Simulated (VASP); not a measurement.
Crystal: GaAs.

```
Ga As
1.0
     0.00000    2.82685    2.82685
     2.82685    0.00000    2.82685
     2.82685    2.82685    0.00000
Ga As
1 1
Direct
  0.00000 0.00000 0.00000
  0.25000 0.25000 0.25000
```

* Program: VASP 6.6.1
* Task: relaxation of cell and atoms
* Functional: PBE
* Potentials or basis: VASP PAW PBE potentials, release 64 (Ga_d, As)
* Cutoff: 600 eV
* k mesh: 10 × 10 × 10
* Occupations: gaussian, width 0.03 eV
* Spin: no spin polarisation

At the start: pressure 3.4 GPa; volume 22.59 Å³/atom.

Task: Where does the relaxation end?

Result: Over 3 steps the energy falls by 12.1 meV/atom and the volume is 23.77 Å³/atom (+5.2 %); space group F-43m (No. 216, to 0.05 Å).

Step by step:
```tsv
step	energy change (eV)	largest force (eV/Å)	pressure (GPa)	volume (Å³)
1	0.0000	0.0000	3.45	45.18
2	-0.0210	0.0000	-1.02	48.43
3	-0.0241	0.0000	-0.06	47.53
```

Final structure:
```xyz
2
Lattice="0.0000 2.8751 2.8751 2.8751 0.0000 2.8751 2.8751 2.8751 0.0000" Properties=species:S:1:pos:R:3 pbc="T T T"
Ga    0.0000    0.0000    0.0000
As    1.4376    1.4376    1.4376
```
